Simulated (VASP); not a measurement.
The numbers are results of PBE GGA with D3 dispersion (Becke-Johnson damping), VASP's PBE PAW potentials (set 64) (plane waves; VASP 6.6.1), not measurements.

VASP input:

### POSCAR
```
Mg3Sb2
1
    2.2721037336    -3.9353992637     0.0000000000
    2.2721037336     3.9353992637    -0.0000000000
   -0.0000000000    -0.0000000000     7.0917647305
Mg Sb
3 2
Direct
  0.0000000000   0.0000000000   1.0000000000
  0.3333330000   0.6666670000   0.6332468967
  0.6666670000   0.3333330000   0.3667531033
  0.3333330000   0.6666670000   0.2234422078
  0.6666670000   0.3333330000   0.7765577922
```

**INCAR**
```
SYSTEM = Mg3Sb2
PREC = Accurate; ENCUT = 520; LREAL = .FALSE.
LASPH = .TRUE.
EDIFF = 1E-6; NELM = 100; ALGO = Normal
LMAXMIX = 4
ISMEAR = 0; SIGMA = 0.05
GGA = PE; IVDW = 12
IBRION = 2; NSW = 60; ISIF = 3
EDIFFG = -0.02
LWAVE = .FALSE.; LCHARG = .FALSE.
```

KPOINTS:
```
Regular mesh
0
gamma
 5 5 3
```

POTCAR, in this order: Mg Sb (PBE.64 set). Program: vasp_std.

Q: What will the output report for the number of irreducible k-points (NKPTS), largest plane-wave count, number of space-group operations, FFT grid (NGX, NGY, NGZ)?

A: 
| Property | Result |
|---|---|
| number of irreducible k-points (NKPTS) | 12 |
| largest plane-wave count | 3453 |
| number of space-group operations | 12 |
| FFT grid (NGX, NGY, NGZ) | 36 × 36 × 54 |

The compound is Mg3Sb2 in the a-la2o3 structure. This run relaxes it. Symmetry was kept, so distortions that lower it aren't found. The start is the result of an earlier pass.
